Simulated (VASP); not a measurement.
Input for VASP

POSCAR:
```
Ga4As3Sb
1
    5.8646951340     0.0000000000     0.0000000000
   -0.0000000000     5.8646951340     0.0000000000
    0.0000000000    -0.0000000000     5.8646951340
Ga Sb As
4 1 3
Direct
  0.9918268338   0.9918268338   0.9918268338
  0.5081731662   0.5081731662   0.9918268338
  0.5081731662   0.9918268338   0.5081731662
  0.9918268338   0.5081731662   0.5081731662
  0.2500000000   0.2500000000   0.2500000000
  0.7500000000   0.7500000000   0.2500000000
  0.7500000000   0.2500000000   0.7500000000
  0.2500000000   0.7500000000   0.7500000000
```

### INCAR
```
ALGO = Normal
EDIFF = 1E-6
ENCUT = 400
GGA = PE
ISMEAR = 0
LASPH = .TRUE.
LCHARG = .TRUE.
LMAXMIX = 4
LREAL = .FALSE.
LWAVE = .FALSE.
NELM = 100
PREC = Accurate
SIGMA = 0.05
SYSTEM = Ga4As3Sb
```

File KPOINTS:
```
Automatic mesh
0
Gamma
4 4 4
0 0 0
```

POTCAR, in this order: Ga_d Sb As (PBE.64 set). Program: vasp_std.

Task: Write an equivalent input for Quantum ESPRESSO's pw.x.

Result: One equivalent input (not run):
```
&CONTROL
  calculation = 'scf'
  pseudo_dir = './pseudo'
  outdir = './out'
  tprnfor = .true.
  tstress = .true.
/
&SYSTEM
  ibrav = 0
  nat = 8
  ntyp = 3
  ecutwfc = 84
  occupations = 'smearing'
  smearing = 'gaussian'
  degauss = 0.003675
  input_dft = 'pbe'
/
&ELECTRONS
  conv_thr = 7.3e-08
  electron_maxstep = 100
/
ATOMIC_SPECIES
  Ga 69.723 Ga.upf
  Sb 121.760 Sb.upf
  As 74.922 As.upf
CELL_PARAMETERS angstrom
     5.8646951    0.0000000    0.0000000
    -0.0000000    5.8646951    0.0000000
     0.0000000   -0.0000000    5.8646951
ATOMIC_POSITIONS crystal
  Ga   0.9918268  0.9918268  0.9918268
  Ga   0.5081732  0.5081732  0.9918268
  Ga   0.5081732  0.9918268  0.5081732
  Ga   0.9918268  0.5081732  0.5081732
  Sb   0.2500000  0.2500000  0.2500000
  As   0.7500000  0.7500000  0.2500000
  As   0.7500000  0.2500000  0.7500000
  As   0.2500000  0.7500000  0.7500000
K_POINTS automatic
  4 4 4 0 0 0
```
Limits of the translation: the potentials are each code's own (VASP's PAW set, PseudoDojo norm-conserving files in pw.x), so ENCUT and ecutwfc are chosen apart and not converted; conv_thr bounds pw.x's estimated SCF error, while EDIFF bounds the energy change between steps.

The structure was generated: Ga4As3Sb was put into an ordered model structure (P-43m), which need not be its known phase. It was relaxed first, which changed the volume by +5 %.
